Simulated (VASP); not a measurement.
Consider the following.

```
F4Ge
1.0
   -2.72060     2.72060     2.72060
    2.72060    -2.72060     2.72060
    2.72060     2.72060    -2.72060
Ge F
1 4
Direct
  0.00000   0.00000   0.00000
  0.00000   0.63852   0.00000
  0.36148   0.36148   0.36148
  0.63852   0.00000   0.00000
  0.00000   0.00000   0.63852
```

These are PBEsol GGA, VASP's PBE PAW potentials (set 64) (plane waves; VASP 6.6.1) values and carry that method's errors. Settings: 520 eV cut-off, 5×5×5 Γ-centred mesh, Gaussian smearing of 0.050 eV, potentials Ge_d F.

Predict the energy per atom (σ→0).

```json
{
 "energy per atom (σ→0)": "-4878 meV/atom"
}
```

Only differences to runs with the same potentials and settings are physical.

The structure comes from a computed database's GeF4 entry (I-43m); how it stands against other phases isn't given here. It was relaxed first, which changed the volume by +7 %. The start is the result of an earlier pass.
